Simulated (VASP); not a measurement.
Given:

```yaml
crystal:
  lattice:
    - [0.00000, 3.03475, 2.92835]
    - [3.00150, 0.00000, 2.92835]
    - [3.00150, 3.03475, 0.00000]
  atoms:
    - { symbol: Al, position: [0.25000, 0.25000, 0.25000] }
    - { symbol: Al, position: [0.75000, 0.75000, 0.75000] }
    - { symbol: Pt, position: [0.98493, 0.01507, 0.01507] }
```

The numbers are results of PBE GGA, VASP's PBE PAW potentials (set 64) (plane waves; VASP), not measurements. Numerical set-up: PREC = Low, 400 eV cut-off, 8×8×8 Γ-centred mesh, first-order Methfessel-Paxton smearing of 0.10 eV, potentials Al Pt.

### Question
Give the force on each atom (eV/Å).

### Answer

```csv
atom,Fx,Fy,Fz
Al1,0.342,0.000,0.000
Al2,0.342,0.000,0.000
Pt3,-0.684,0.000,0.000
```

### Question
Give the stress tensor in GPa (positive for a compressed cell).

### Answer

```
-2.00   0.00   0.00
 0.00  -2.25   0.00
 0.00   0.00  -0.64
```
The pressure is its mean diagonal, -1.63 GPa.

The compound is PtAl2 in the fluorite structure. The cell was not relaxed at this level, atoms are displaced from their ideal sites. The run is one of a series of settings (PREC = Low against the base run), some of them coarse on purpose.
